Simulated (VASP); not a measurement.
Here is the system:

```
Cu2O
1.0
    2.80233     0.00000     0.00000
   -1.40117     2.42689     0.00000
    0.00000     0.00000     4.43641
O Cu
1 2
Direct
  0.00000   0.00000   0.00000
  0.33333   0.66667   0.29120
  0.66667   0.33333   0.70880
```

Level of theory: PBEsol GGA, VASP's PBE PAW potentials (set 64) (plane waves; VASP). Run with 520 eV cut-off, 14×14×8 Γ-centred mesh, tetrahedra with Blöchl corrections, potentials O Cu.

### Question
Tabulate the total density of states (states/eV per cell) against energy (eV; zero at the valence-band maximum or, without a gap, the Fermi level).

### Answer

```csv
E (eV),DOS (states/eV)
-9.98,0.00
-9.74,0.00
-9.50,0.00
-9.26,0.00
-9.02,0.00
-8.90,0.00
-8.66,0.00
-8.42,0.00
-8.18,0.09
-7.94,0.15
-7.70,0.20
-7.46,0.26
-7.22,0.33
-6.98,1.48
-6.74,2.18
-6.62,2.69
-6.38,2.18
-6.14,0.13
-5.90,2.55
-5.66,4.25
-5.42,1.12
-5.18,0.98
-4.94,1.07
-4.70,1.47
-4.46,2.43
-4.34,2.46
-4.10,1.82
-3.86,2.55
-3.62,3.75
-3.38,7.47
-3.14,5.06
-2.90,3.50
-2.66,3.15
-2.42,3.69
-2.18,5.80
-2.06,8.45
-1.82,10.3
-1.58,12.1
-1.34,7.55
-1.10,4.97
-0.86,1.62
-0.62,2.99
-0.38,2.82
-0.14,2.20
0.10,2.00
0.22,1.19
0.46,0.46
0.70,0.45
0.94,0.45
1.18,0.48
1.42,0.52
1.66,0.59
1.90,0.73
2.14,0.74
2.38,0.64
2.50,0.57
2.74,0.36
2.98,0.25
3.22,0.13
3.46,0.16
```
Within 2 eV below the Fermi level the largest weight inside VASP's projection spheres is Cu d.

The structure was generated: Cu2O was put into the CdI2 type (P-3m1), which need not be its known phase. It was relaxed first, which changed the volume by +12 %.
